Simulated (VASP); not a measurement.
The system is Ti.

```
Ti
1.0
     2.93573    0.00000    0.00000
    -1.46787    2.54242    0.00000
     0.00000    0.00000    4.64086
Ti
2
Direct
  0.33333 0.66667 0.25000
  0.66667 0.33333 0.75000
```

* Program: VASP 6.6.1
* Task: relaxation of cell and atoms
* Functional: PBEsol
* Potentials or basis: VASP PAW PBE potentials, release 64 (Ti_sv)
* Cutoff: 600 eV
* k mesh: 6 × 6 × 4
* Occupations: gaussian, width 0.1 eV
* Spin: no spin polarisation

At the start: pressure -4.2 GPa; volume 17.32 Å³/atom.

Q: How do energy, volume and symmetry change on relaxing?

A: Over 9 steps the energy falls by 9.2 meV/atom and the volume is 16.68 Å³/atom (-3.7 %); space group P6_3/mmc (No. 194, to 0.05 Å).

The path:
```
step  energy change (eV)  largest force (eV/Å)  pressure (GPa)  volume (Å³)
   1              0.0000                0.0000           -4.21        34.64
   2             -0.0081                0.0000            3.44        32.41
   3             -0.0177                0.0000            0.01        33.33
   4             -0.0177                0.0000            0.05        33.31
   5             -0.0181                0.0000            0.08        33.31
   6             -0.0183                0.0000            0.07        33.31
   7             -0.0184                0.0000            0.06        33.31
   8             -0.0184                0.0000            0.06        33.31
   9             -0.0184                0.0000           -0.03        33.35
```

Final structure:
```
CELL_PARAMETERS angstrom
2.88589 0.00000 0.00000
-1.44294 2.49925 0.00000
0.00000 0.00000 4.62415
ATOMIC_POSITIONS crystal
Ti 0.33333 0.66667 0.25000
Ti 0.66667 0.33333 0.75000
```

Caveat: the k mesh is coarse (spacing up to 0.41 Å⁻¹), so the values aren't converged; the PAW data sets were made with another functional, which shifts forces and pressure a little.
